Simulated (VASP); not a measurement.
Here is the system:

```xyz
6
Lattice="4.6800 0.0000 0.0000 0.0000 4.6800 0.0000 0.0000 0.0000 3.0870" Properties=species:S:1:pos:R:3 pbc="T T T"
Mg     4.6800     0.0000     3.0870
Mg     2.3400     2.3400     1.5435
F      1.4186     1.4186     3.0870
F      3.7586     0.9214     1.5435
F      0.9214     3.7586     1.5435
F      3.2613     3.2613     0.0000
```

All values below come from PBE GGA, VASP's PBE PAW potentials (set 64) (plane waves; VASP). Numerical set-up: 520 eV cut-off, Gaussian smearing of 0.050 eV, potentials Mg F.

Task: Give the energies of bands 5 to 18 at the high-symmetry points, in eV from the valence-band maximum.

Result: 
```
band      Γ      X      M      Z      R      A
----  -----  -----  -----  -----  -----  -----
5     -3.94  -3.21  -3.01  -2.89  -3.06  -3.63
6     -2.36  -3.21  -3.01  -2.89  -3.06  -3.63
7     -2.02  -1.70  -2.03  -2.38  -2.85  -2.90
8     -2.02  -1.70  -2.03  -2.38  -2.85  -2.90
9     -1.84  -1.53  -1.26  -2.15  -1.99  -1.43
10    -1.81  -1.53  -1.26  -2.15  -1.99  -1.43
11    -1.18  -1.33  -1.23  -1.40  -1.31  -1.37
12    -1.18  -1.33  -1.23  -1.40  -1.31  -1.37
13    -0.72  -0.95  -0.92  -1.08  -0.70  -0.58
14    -0.32  -0.95  -0.92  -1.08  -0.70  -0.58
15    -0.32  -0.36  -0.73  -0.81  -0.63  -0.47
16     0.00  -0.36  -0.73  -0.81  -0.63  -0.47
17     6.85   9.22  10.84  11.54  12.48  12.90
18    12.01   9.22  10.84  11.54  12.48  12.90
```

The gap is direct, 6.85 eV, from the valence maximum at Γ to the conduction minimum at Γ.

Measured: gap 12.40 eV (computed value off by -5.55 eV), as given by Andrés Aguado et al., Journal of the Physical Society of Japan (1999), arXiv:cond-mat/9901145.

The compound is MgF2 in the rutile structure. It was relaxed first.
